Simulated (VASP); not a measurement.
Write an ASE script for VASP 6.6.1 that does the following.

```yaml
Task: single point
Functional: PBEsol
Potentials_or_basis: VASP PAW PBE potentials, release 64 (Ba_sv, Mg)
Cutoff: 520 eV
k_mesh: 5 × 5 × 5
Occupations: gaussian, width 0.02 eV
Spin: no spin polarisation
Further_INCAR_settings: ALGO = Fast; EDIFF = 1.00e-06; NBANDS = 22
```

The structure of BaMg7 lies in POSCAR:

```
BaMg7
1.0
    6.9428746415      0.0000000000      0.0000000000
   -3.4714373207      6.0127058148      0.0000000000
    0.0000000000      0.0000000000      5.3046350000
Ba Mg
1 7
Direct
    0.0000000000      0.0000000000      0.5000000000
    0.6666666667      0.3333333333      0.0000000000
    0.6396500000      0.8198250000      0.0000000000
    0.1801750000      0.8198250000      0.0000000000
    0.1801750000      0.3603500000      0.0000000000
    0.4941580000      0.9883160000      0.5000000000
    0.4941580000      0.5058420000      0.5000000000
    0.0116840000      0.5058420000      0.5000000000
```

The cell comes from a database or a generator and needn't be the stable form of this composition.

One way to write it, as run:

run.py

```python
from ase.calculators.vasp import Vasp
from ase.dft.bandgap import bandgap
from ase.io import read

atoms = read('POSCAR')
calc = Vasp(
    directory='calc',
    xc='pbesol',
    pp='PBE',
    setups='recommended',
    prec='Accurate',
    encut=520,
    ediff=1e-06,
    ismear=0,
    sigma=0.02,
    lreal=False,
    lasph=True,
    nelm=60,
    algo='Fast',
    isif=2,
    lwave=False,
    lcharg=True,
    lelf=True,
    lvhar=True,
    kpts=[5, 5, 5],
    gamma=True,
    nbands=22,
)
atoms.calc = calc

print('energy (eV):', atoms.get_potential_energy())
print('free energy (eV):', atoms.get_potential_energy(force_consistent=True))
print('forces (eV/A):')
print(atoms.get_forces())
print('stress (eV/A^3, Voigt):', atoms.get_stress())
print('Fermi level (eV):', calc.get_fermi_level())
gap, top, bottom = bandgap(calc)
print('band gap (eV):', gap, 'from (spin, k, band)', top, 'to', bottom)
```

Potentials or basis: VASP PAW PBE potentials, release 64 (Ba_sv, Mg).

The run is started by

```bash
$ python run.py
```

Results of the run:

```
Pressure               : -0.8 GPa
Largest force          : 0.045 eV/Å
Band gap on the k mesh : none (metal or under the smearing width)
```

Caveat: the PAW data sets were made with another functional, which shifts forces and pressure a little.

It took 61 s on 1 thread of Intel(R) Xeon(R) 6975P-C (Granite Rapids), on a shared host, peak memory 0.36 GiB.
